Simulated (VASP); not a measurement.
Data:

```yaml
crystal:
  lattice:
    - [0.00000, 2.99789, 2.99789]
    - [2.99789, 0.00000, 2.99789]
    - [2.99789, 2.99789, 0.00000]
  atoms:
    - { symbol: Al, position: [0.25000, 0.25000, 0.25000] }
    - { symbol: Al, position: [0.75000, 0.75000, 0.75000] }
    - { symbol: Au, position: [0.00000, 0.00000, 0.00000] }
```

Computed with AM05 GGA, VASP's PBE PAW potentials (set 64) (plane waves; VASP). Numerical set-up: 520 eV cut-off, 9×9×9 Γ-centred mesh, first-order Methfessel-Paxton smearing of 0.10 eV, potentials Al Au.

Task: Give the energy at these volumes per atom, relative to the lowest: 16.85, 17.39, 17.93, 18.47, 19.00 Å³.

Result: 27.9, 7.0, 0.0, 4.8, 19.6 meV/atom. A third-order Birch-Murnaghan fit gives B0 = 116 GPa and B0′ = 4.7.

The compound is AuAl2 in the fluorite structure. It was relaxed first.
